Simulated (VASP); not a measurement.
The system is MgB2.

```
CELL_PARAMETERS angstrom
3.08500 0.00000 0.00000
-1.54250 2.67169 0.00000
0.00000 0.00000 3.52300
ATOMIC_POSITIONS crystal
Mg 0.00000 0.00000 0.00000
B 0.33333 0.66667 0.50000
B 0.66667 0.33333 0.50000
```

| Quantity | Value |
| --- | --- |
| Program | VASP 6.6.1 |
| Task | relaxation of cell and atoms |
| Functional | PBEsol |
| Potentials or basis | VASP PAW PBE potentials, release 64 (Mg, B) |
| Cutoff | 600 eV |
| k mesh | 15 × 15 × 10 |
| Occupations | methfessel-paxton, width 0.1 eV |
| Spin | no spin polarisation |

At the start: pressure -3.3 GPa; volume 9.68 Å³/atom.

Where does the relaxation end?

Over 5 steps the energy falls by 2.2 meV/atom and the volume is 9.49 Å³/atom (-2.0 %); space group P6/mmm (No. 191, to 0.05 Å).

Step by step:
```csv
step,energy change (eV),largest force (eV/Å),pressure (GPa),volume (Å³)
1,0.0000,0.0000,-3.26,29.04
2,-0.0051,0.0000,1.45,28.22
3,-0.0065,0.0000,-0.07,28.47
4,-0.0065,0.0000,-0.14,28.48
5,-0.0065,0.0000,-0.08,28.46
```

Final structure:
```yaml
crystal:
  lattice:
    - [3.06115, 0.00000, 0.00000]
    - [-1.53058, 2.65103, 0.00000]
    - [0.00000, 0.00000, 3.50711]
  atoms:
    - { symbol: Mg, position: [0.00000, 0.00000, 0.00000] }
    - { symbol: B, position: [0.33333, 0.66667, 0.50000] }
    - { symbol: B, position: [0.66667, 0.33333, 0.50000] }
```

Caveat: the PAW data sets were made with another functional, which shifts forces and pressure a little.
